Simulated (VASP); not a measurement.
Energy against volume of P (black). Method: LDA (Ceperley-Alder, Perdew-Zunger), VASP's LDA PAW potentials (set 64) (plane waves; VASP). Run with 520 eV cut-off, 10×10×8 Γ-centred mesh, first-order Methfessel-Paxton smearing of 0.10 eV, potentials P.

Shape and ions are relaxed at each volume.

```json
[
 {"V (Å³/atom)": "16.188", "E (eV/atom)": "-6.02245"},
 {"V (Å³/atom)": "16.704", "E (eV/atom)": "-6.02715"},
 {"V (Å³/atom)": "17.221", "E (eV/atom)": "-6.02881"},
 {"V (Å³/atom)": "17.738", "E (eV/atom)": "-6.02828"}
]
```

Fit these four points and predict the energy of the run at 18.254 Å³/atom.

A cubic in V^(−2/3), the third-order Birch-Murnaghan form, passes through the four points with V0 = 17.33 Å³/atom and B0 = 21 GPa, and gives -6.0262 eV/atom there. The run gave -6.0254 eV/atom, +0.8 meV/atom from the fit; all five points give B0 = 25 GPa.

The compound is P in the black structure. It was relaxed first, which changed the volume by -9 %.
